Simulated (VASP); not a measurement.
Consider the following.

```xyz
3
Lattice="0.0426 2.8416 2.8416 2.8416 0.0426 2.8416 2.8842 2.8842 0.0000" Properties=species:S:1:pos:R:3 pbc="T T T"
Li     1.4421     1.4421     1.4208
Li     4.3263     4.3263     4.2624
S      0.0000     0.0000     0.0000
```

These are r2SCAN meta-GGA, VASP's PBE PAW potentials (set 64) (plane waves; VASP) values and carry that method's errors. Settings: 600 eV cut-off, 6×6×6 Γ-centred mesh, Gaussian smearing of 0.050 eV, potentials Li_sv S.

What does the run give for the energy per atom (σ→0)?

- energy per atom (σ→0) = -5793 meV/atom

Only differences to runs with the same potentials and settings are physical.

The compound is Li2S in the antifluorite structure. This cell was strained or had an atom moved on purpose.
